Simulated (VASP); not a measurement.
Method: LDA (Ceperley-Alder, Perdew-Zunger), VASP's LDA PAW potentials (set 64) (plane waves; VASP).

VASP input:

KPOINTS:
```
K-points
0
G
5 5 7
```

### INCAR
```
# general
SYSTEM  = PbO2
PREC    = Accurate
ENCUT   = 620
LREAL   = .FALSE.
LASPH   = .TRUE.

# electronic loop
EDIFF   = 1E-6
NELM    = 100
ALGO    = Normal
LMAXMIX = 4

# smearing
ISMEAR  = 0
SIGMA   = 0.05

# ions
IBRION  = 2
NSW     = 40
ISIF    = 3
EDIFFG  = -0.02

# output
LWAVE   = .FALSE.
LCHARG  = .FALSE.
```

### POSCAR
```
PbO2
1
    4.9397204628     0.0000000000     0.0000000000
    0.0000000000     4.9397204628     0.0000000000
    0.0000000000     0.0000000000     3.3962236579
Pb O
2 4
Direct
  1.0000000000   1.0000000000   0.0000000000
  0.5000000000   0.5000000000   0.5000000000
  0.3073039203   0.3073039203   0.0000000000
  0.8073039203   0.1926960797   0.5000000000
  0.1926960797   0.8073039203   0.5000000000
  0.6926960797   0.6926960797   1.0000000000
```

POTCAR, in this order: Pb_d O (LDA.64 set). Program: vasp_std.

**Question.** What will the output report for the number of irreducible k-points (NKPTS), largest plane-wave count, number of space-group operations, FFT grid (NGX, NGY, NGZ)?

**Answer.** 
```
Quantity                                      Result
--------------------------------------  ------------
number of irreducible k-points (NKPTS)            24
largest plane-wave count                        2917
number of space-group operations                  16
FFT grid (NGX, NGY, NGZ)                40 × 40 × 28
```

The compound is PbO2 in the rutile structure. This run relaxes it. Symmetry was kept, so distortions that lower it aren't found.
